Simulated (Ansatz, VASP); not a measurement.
# CsIn: VASP beside Ansatz, part 2 of 2

One calculation is typed for both programs; each brings its own data sets. How far apart do they land? The cell is generated by rule, not measured, and may not be a known phase. The cell is taken from a series of runs on this material, whose earlier steps may have relaxed, scaled, displaced or heated it; both programs get it as it stands.

VASP 6.6.1 and Ansatz 0.2.0.

So far: The starting structure; VASP: zone-centre phonons, PBEsol.

The structure was built from a prototype and need not be the compound's stable phase.

### Step 3. Ansatz: zone-centre phonons, PBEsol

Level of this step: Ansatz beside VASP: Kohn-Sham DFT, plane waves, PBEsol (Ansatz).

Ansatz runs on its default PAW (the set named soft_2) files.

The same cell, functional, mesh and smearing now go to Ansatz, which takes its cutoff from its data sets.

input.yaml reads:

```yaml
crystal:
  lattice:
    - [0.0, 3.8663539638, 3.8663539638]
    - [3.8663539638, 0.0, 3.8663539638]
    - [3.8663539638, 3.8663539638, 0.0]
  atoms:
    - { symbol: Cs, position: [0.0, 0.0, 0.0] }
    - { symbol: In, position: [0.5, 0.5, 0.5] }
kpoints:
  mp_grid: { grid: [8, 8, 8] }
hamiltonian:
  xc: pbesol
scf:
  occupations: { method: methfessel_paxton, width: 0.15 }
output:
  eigenvalues: true
phonons:
  method: dfpt
  qmesh: [2, 2, 2]
  temperatures: { t_max: 1000, t_step: 50 }
  qpath:
    path:
      - [[0.0, 0.0, 0.0], [0.5, 0.0, 0.5], [0.625, 0.25, 0.625]]
      - [[0.375, 0.375, 0.75], [0.0, 0.0, 0.0], [0.5, 0.5, 0.5], [0.5, 0.25, 0.75], [0.5, 0.0, 0.5]]
    npoints: 10
```

Run with:

```sh
$ ansatz run input.yaml --threads 4 --pin off --max-ram 7168MiB --backend cpu --events-out ev --progress --plain --runs-dir out
```

Numbers of over 12 decimals in the logs are rounded to 6 here.

The program printed:

```text
Engine: ansatz 0.2.0, aarch64-unknown-linux-gnu
Pseudopotentials: kind: paw
Pseudopotential: Cs, paw, valence charge 9, recommended cutoff 420 eV (normal), Cs.paw.azcp
Pseudopotential: In, paw, valence charge 13, recommended cutoff 420 eV (normal), In.paw.azcp
Functional definition: PBEsol
  exchange = pbesol_x
  correlation = pbesol_c
Crystal: 2 atoms, lattice volume = 115.594 Å³
Basis set: ecut = 420 eV, 2229 PW (Γ), exchange–correlation on 80×80×80 points (8 copies of the dense FFT grid, shifted against one another)
Bands: 15, of which v1, the nominal top of the filled ones, is band 11 counted from 1 (10 counted from 0)
Symmetry: 48 space group operations
k-points: 29 of 512
Non-local potential: Cs, projectors of the file, l = 0: 3, l = 1: 2, l = 2: 2, l = 3: 2
Non-local potential: In, projectors of the file, l = 0: 2, l = 1: 2, l = 2: 2, l = 3: 2
PAW form: soft (Blöchl's): semilocal exchange-correlation on the pseudo side does not see the compensation charge
PAW frozen core: Cs, regenerated for the run's functional, and the local potential with it (the file was generated under x = pbe(κ = 0.804, μ = 0.219515), c = pbe(β = 0.066725))
PAW frozen core: In, regenerated for the run's functional, and the local potential with it (the file was generated under x = pbe(κ = 0.804, μ = 0.219515), c = pbe(β = 0.066725))
PAW one-centre angular grid: Cs, 194 points (default); XC on 64 Gauss nodes
PAW one-centre angular grid: In, 590 points (default); XC on 64 Gauss nodes
Initial density: superposition of atomic densities (neutral atoms: chi_scale 0, normalization atom), corrected by the library's trained network
Initial wavefunctions: pseudopotential atomic-orbital guess
Functional: x = pbesol(κ = 0.804, μ = 0.123457), c = pbesol(β = 0.046)
SCF iter   1: F=—  HF=-11110.326556 eV  |F-HF|=—  |Δ(HF+E_count)|=         —  Δρ=2.58e-3  dr2=1.19e-2  ethr=1.77e-3  ⟨swp⟩=6.6  Hψ=2462  notcnv=0
preconditioner: auto → Kerker (q_TF=auto, 2.069 Å⁻¹)  [metal: Δε(μ)=0.044 eV  Ē_g=12.811 eV  σ=0.150 eV  W_gap=0.25  n_scr=14 (ndim 8)  ℏωp=15.4 eV  f_vac=0.000  D(μ)=2.13/eV (n_scr^D=14)]
SCF iter   2: F=—  HF=-11110.324352 eV  |F-HF|=—  |Δ(HF+E_count)|=   2.20e-3  S|Δr|=    0.00e0  Δρ=1.46e-3  dr2=6.14e-3  ethr=5.41e-5  ⟨swp⟩=2.0  Hψ=810  notcnv=0
SCF iter   3: F=—  HF=-11110.323316 eV  |F-HF|=—  |Δ(HF+E_count)|=   1.04e-3  S|Δr|=    0.00e0  Δρ=4.94e-4  dr2=5.89e-4  ethr=2.79e-5  ⟨swp⟩=2.1  Hψ=727  notcnv=0
SCF iter   4: F=—  HF=-11110.323316 eV  |F-HF|=—  |Δ(HF+E_count)|=   2.56e-8  S|Δr|=    0.00e0  Δρ=3.09e-4  dr2=1.44e-4  ethr=2.68e-6  ⟨swp⟩=2.0  Hψ=579  notcnv=0
SCF iter   5: F=—  HF=-11110.323274 eV  |F-HF|=—  |Δ(HF+E_count)|=   4.22e-5  S|Δr|=    0.00e0  Δρ=6.92e-5  dr2=6.44e-6  ethr=6.54e-7  ⟨swp⟩=2.0  Hψ=725  notcnv=0
SCF iter   6: F=—  HF=-11110.323277 eV  |F-HF|=—  |Δ(HF+E_count)|=   2.91e-6  S|Δr|=    0.00e0  Δρ=1.87e-5  dr2=7.20e-7  ethr=2.93e-8  ⟨swp⟩=2.0  Hψ=742  notcnv=0
SCF iter   7: F=—  HF=-11110.323278 eV  |F-HF|=—  |Δ(HF+E_count)|=   1.39e-6  S|Δr|=    0.00e0  Δρ=7.34e-6  dr2=9.60e-8  ethr=3.27e-9  ⟨swp⟩=2.8  Hψ=718  notcnv=0
SCF iter   8: F=—  HF=-11110.323278 eV  |F-HF|=—  |Δ(HF+E_count)|=   3.25e-8  S|Δr|=    0.00e0  Δρ=1.47e-6  dr2=4.01e-9  ethr=4.36e-10  ⟨swp⟩=2.0  Hψ=725  notcnv=0
SCF iter   9: F=—  HF=-11110.323278 eV  |F-HF|=—  |Δ(HF+E_count)|=  7.49e-10  S|Δr|=    0.00e0  Δρ=3.52e-7  dr2=1.93e-10  ethr=1.82e-11  ⟨swp⟩=2.0  Hψ=706  notcnv=0
SCF iter  10: F=-11110.323278 eV  HF=-11110.323278 eV  |F-HF|=7.28e-12  |Δ(HF+E_count)|=  9.09e-12  S|Δr|=    0.00e0  Δρ=4.53e-8  dr2=2.62e-12  ethr=1.00e-12  ⟨swp⟩=4.5  Hψ=2301  notcnv=0
SCF 1 converged in 10 iterations: F = -11110.323278 eV  dr2 = 2.62e-12
  greatest PAW one-centre occupation: 0.982 electrons in one spin orbital (limit 2), on the In atom at site 1 (counted from 0), in its partial waves of l = 2
Initial density: read from a saved state, or passed on in memory by an earlier SCF of this step, an earlier step, the calling program or the single point that the run made first
iter 1 solved again at ethr=9.61e-7 eV; its pass at ethr=3.10e-3 eV (dr2=2.12e-4 eV) is discarded
SCF iter   1: F=—  HF=-11110.323279 eV  |F-HF|=—  |Δ(HF+E_count)|=         —  Δρ=2.62e-6  dr2=3.92e-9  ethr=9.61e-7  ⟨swp⟩=3.2  Hψ=3738  notcnv=0
eigensolver tolerance schedule: the retry pair's looser diagonalisation over-reported the residual by 54008.43 of it (diagonalisation noise at an unbounded share of the residual, at the tolerance the schedule requests for it); recorded, not acted on — ethr = c·dr2/N_el stays at c = 1.0e-1
preconditioner: auto → Kerker (q_TF=auto, 2.069 Å⁻¹)  [metal: Δε(μ)=0.051 eV  Ē_g=12.912 eV  σ=0.150 eV  W_gap=0.28  n_scr=14 (ndim 8)  ℏωp=15.4 eV  f_vac=0.000  D(μ)=2.11/eV (n_scr^D=14)]
SCF iter   2: F=—  HF=-11110.323278 eV  |F-HF|=—  |Δ(HF+E_count)|=   1.03e-6  S|Δr|=    0.00e0  Δρ=1.84e-6  dr2=2.14e-9  ethr=1.78e-11  ⟨swp⟩=3.6  Hψ=1157  notcnv=0
SCF iter   3: F=—  HF=-11110.323278 eV  |F-HF|=—  |Δ(HF+E_count)|=  7.77e-10  S|Δr|=    0.00e0  Δρ=1.08e-6  dr2=7.09e-10  ethr=9.73e-12  ⟨swp⟩=2.1  Hψ=689  notcnv=0
SCF iter   4: F=—  HF=-11110.323278 eV  |F-HF|=—  |Δ(HF+E_count)|=  3.04e-10  S|Δr|=    0.00e0  Δρ=4.84e-7  dr2=1.32e-10  ethr=3.22e-12  ⟨swp⟩=2.0  Hψ=580  notcnv=0
SCF iter   5: F=—  HF=-11110.323278 eV  |F-HF|=—  |Δ(HF+E_count)|=  3.82e-11  S|Δr|=    0.00e0  Δρ=3.49e-7  dr2=6.90e-11  ethr=1.00e-12  ⟨swp⟩=1.0  Hψ=435  notcnv=0
SCF iter   6: F=-11110.323278 eV  HF=-11110.323278 eV  |F-HF|=7.28e-12  |Δ(HF+E_count)|=  3.46e-11  S|Δr|=    0.00e0  Δρ=1.24e-7  dr2=8.25e-12  ethr=1.00e-12  ⟨swp⟩=2.0  Hψ=1218  notcnv=0
SCF 2 converged in 6 iterations: F = -11110.323278 eV  dr2 = 8.25e-12
phonons: the bands overlap, so this run is a metal and interpolates without the dipole-dipole term. If the crystal is really an insulator or semiconductor, its LO-TO splitting is missing
NSCF: frozen V_eff on 29 k-points
NSCF: frozen V_eff on 59 k-points
DFPT response loops at q = (0, 0, 0) (fractional): preconditioner auto → Kerker (q_TF=auto, 2.069 Å⁻¹) (partly filled bands, converged f_vac=0.000); β = 1.00, the filter's whole step (`scf.mixing.beta` (0.50) is not read by the response loops under this deck's `scf.mixing.preconditioner`; to damp them name `kerker` or `kerker_dos`, under which they read `scf.mixing.beta`, and type it under 1.00, their step now; both keys bind the ground state too); Broyden in place of MSR1
NSCF: frozen V_eff on 300 k-points
DFPT response loops at q = (0, 0, -0.5) (fractional): mixed as the last ones told, above
NSCF: frozen V_eff on 190 k-points
DFPT response loops at q = (0, -0.5, -0.5) (fractional): mixed as the last ones told, above
SCF converged after 10 iterations
Stability not checked: this state was not tested for a lower state beside it, because cold or Methfessel-Paxton smearing, or corrected tetrahedra, fill the levels in a way that the test cannot read (fill_not_monotonic; see scf.lower_state_search)
Free energy (F): -11110.323278 eV
Harris-Foulkes:  -11110.323278 eV  (|F-HF|=7.28e-12)
Internal energy: -11110.324523 eV  (E = F + TS)
E sigma→0 (E₀):  -11110.323589 eV
Entropy (-TS):   0.001244 eV (0.622 meV/atom)
Fermi energy:    4.267379 eV
--- Per-component energies (eV) ---
  E_band       = -171.193236
  E_kinetic    = 381.573951
  E_local      = -1865.871787  (includes V_loc(G=0)·N_el)
  E_nonlocal   = 398.165028
  E_hartree    = 728.360478
  E_xc         = -385.065022
  E_vxc        = -224.160839  (∫ρ·V_xc dr)
  E_paw        = -9063.216233  (= ΣΔE_a)
  E_vpaw       = -317.620573  (= ΣTr[D̂ρ^β])
  E_aug_tail   = 0.000024  (compensation charges beyond the density's cutoff)
  E_ewald      = -1304.651024
  E_core_change = 0.380063  (= ΣΔE_core)
  E_smearing   = 0.001244  (= −TS)
  E_closure    = 0.000000  (closes the sum)
  Σ components = -11110.323278   (vs F -11110.323278, Δ=0.00e0)
--- Band table (eV; the first three rows and the last of 29) ---
  k-point 0: bands = [... 7 lower, -5.2278, -5.2278, -1.3894, 5.8248, 5.8248, 5.8248, 6.9877, 6.9877]
  k-point 1: bands = [... 7 lower, -5.2281, -5.2281, -1.2723, 5.0264, 5.5052, 5.5052, 6.9476, 7.1876]
  k-point 2: bands = [... 7 lower, -5.2288, -5.2288, -0.9753, 4.0043, 5.0158, 5.0158, 6.9627, 7.6503]
  k-point 28: bands = [... 7 lower, -5.3520, -5.3117, -0.7228, 4.2418, 4.2923, 4.2923, 7.6700, 7.6700]
--- Phonons (Γ-DFPT): 2 representative perturbations + reference (Σ response iterations 6) ---
  ASR residual: 1.115e-4 → 0.000e0 eV/Å²; symmetrization residual: 5.406e-5 eV/Å²
  ASR residual per site (eV/Å²): 4.09e-5 1.12e-4
  Γ frequencies (cm⁻¹): 0.00 0.00 0.00 62.11 62.11 62.11
--- Phonons (arbitrary-q DFPT): 3 irreducible q on the 2×2×2 mesh ---
  q = [0.0000, 0.0000, 0.0000] (star 1, of the zone-centre solve; hermiticity 1.24e-4, symmetrization 2.49e-11): 0.00 0.00 0.00 62.11 62.11 62.11
  q = [0.0000, 0.0000, -0.5000] (star 4, 2 solved perturbations on 150 of 512 k-point pairs; hermiticity 4.35e-13, symmetrization 7.33e-12): -15.64 40.56 40.56 42.44 42.44 47.10
  q = [0.0000, -0.5000, -0.5000] (star 3, 4 solved perturbations in 308 linear systems a pass and spin channel, the states on 95 of 512 k-point pairs; hermiticity 1.23e-4, symmetrization 9.46e-13): -51.21 -29.38 -29.38 65.28 65.28 65.89
  sum rule: each row above includes the acoustic sum rule's correction from the zone centre's row sums; it moved no ω² by more than (0.51 cm⁻¹)²
  mesh force constants: q→R imaginary residual 8.29e-17; ASR residual 1.115e-4 → 0.000e0 eV/Å²; symmetrization residual 9.992e-16 eV/Å²
  interpolated dispersion: 62 rows × 6 modes
  density of states and harmonic sums: on the 14×14×14 q-mesh, interpolated from the force constants of a 2×2×2 supercell (no non-analytic term)
  largest difference from the sums on the solved wave vectors: F 9.62e-2 eV, S 1.13e-4 and C_V 1.76e-5 eV/K
  zero-point energy: 0.012370 eV/cell   skipped modes (ω ≤ 0): 186, of them read as no rigid motion or as one in doubt: 183 (1.809e0 modes/cell left out, lowest -51.21 cm⁻¹)   left out of the sums: 3.02e-1 of the cell's modes: C_V's classical limit lies that fraction below 3 k_B per atom; for a crystal, a wire or a layer, F and S can be off by more, and a phonons.interpolated_qmesh denser along its periods is the remedy for the sampling
```

### Step 4. Side by side

Known differences besides the potentials themselves: VASP's run holds the zone centre alone; the cutoff is 420 eV in Ansatz and 500 eV in VASP; Ansatz makes its cores anew for this functional, VASP keeps those of its PBE data sets. Total energies have different zeros and are not compared.

Compared:

| quantity | Ansatz | VASP | difference |
| --- | --- | --- | --- |
| optical mode 1 to 3 (cm⁻¹) | 62.1 | 62.5 | -0.69 % |

Modes are paired by rising frequency, not by their patterns, so a pair may set unlike modes beside each other; they are those without the splitting of longitudinal modes.

### Step 5. Outcome

```
r.m.s. difference of the optical zone-centre modes, each program's sorted by frequency (zone-centre phonons, PBEsol) : 0.43 cm⁻¹
difference in optical mode 1 to 3 (zone-centre phonons, PBEsol)                                                      : -0.7 %
```

In words: The r.m.s. difference of the optical zone-centre modes, each program's sorted by frequency is 0.43 cm⁻¹ (zone-centre phonons, PBEsol). Among the rows given in per cent, the largest difference of the zone-centre phonons, PBEsol pair is in optical mode 1 to 3, -0.7 %. Such differences can come from data sets, numerical settings and the points named under the comparisons, not from the functional's error against experiment.

[Lines on the potential files, build, host, timing and source positions are cut from VASP's logs without a mark.]

[Logs are printed without paths, hosts, clocks, repeated set-up lines and the standing remarks that a program may print on its own settings, such as how far it seeks lower states.]

[Hosts, paths, dates, database ids (printed as entryN), source tags and the programs' standing remarks are cut or masked in the printed files.]
